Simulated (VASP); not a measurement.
```
CELL_PARAMETERS angstrom
      1.23367    -2.13678     0.00000
      1.23367     2.13678     0.00000
      0.00000     0.00000     7.92714
ATOMIC_POSITIONS crystal
  C  0.00000 0.00000 0.25000
  C  0.00000 0.00000 0.75000
  C  0.33333 0.66667 0.25000
  C  0.66667 0.33333 0.75000
```

Level of theory: PBE GGA, VASP's PBE PAW potentials (set 64) (plane waves; VASP). Numerical set-up: 600 eV cut-off, 10×10×4 Γ-centred mesh, Gaussian smearing of 0.050 eV, potentials C.

Energy and stress use the plane-wave basis of the starting cell. Without a dispersion term in the relaxation, distances and binding between the weakly bound layers, chains or molecules are unreliable, and so is what depends on them.

Problem. The ions, cell shape and volume at an external pressure of 20.0 GPa are relaxed. Give the cell that the relaxation ends in.

Solution. 
```
CELL_PARAMETERS angstrom
      1.21611    -2.10636     0.00000
      1.21611     2.10636     0.00000
      0.00000     0.00000     5.67985
ATOMIC_POSITIONS crystal
  C  0.00000 0.00000 0.25000
  C  0.00000 0.00000 0.75000
  C  0.33333 0.66667 0.25000
  C  0.66667 0.33333 0.75000
```
Space group P6_3/mmc (194), at a tolerance of 0.03 Å.

Problem. How do energy and volume change from the first to the last step?

Solution. The energy (σ→0) changes by +104.3 meV/atom and the volume by -30.4 %, in 12 ionic steps.

```tsv
step	E(σ→0) (eV)	max force (eV/Å)	pressure (GPa)	volume (Å³)
1	-36.9214	0.000	-0.17	41.79
2	-35.6198	0.000	64.73	34.33
3	-36.7572	0.000	19.07	38.86
4	-36.7809	0.000	18.34	36.34
5	-36.4358	0.000	21.07	28.59
6	-36.5566	0.000	19.73	29.56
7	-36.5051	0.000	20.28	29.11
8	-36.4796	0.000	20.58	28.91
9	-36.4987	0.000	19.45	29.06
10	-36.4991	0.000	19.42	29.06
11	-36.5022	0.000	19.75	29.08
12	-36.5041	0.000	19.95	29.10
```

The compound is C in the graphite structure. This run relaxes it under an external pressure of 20 GPa. Symmetry was kept, so distortions that lower it aren't found.
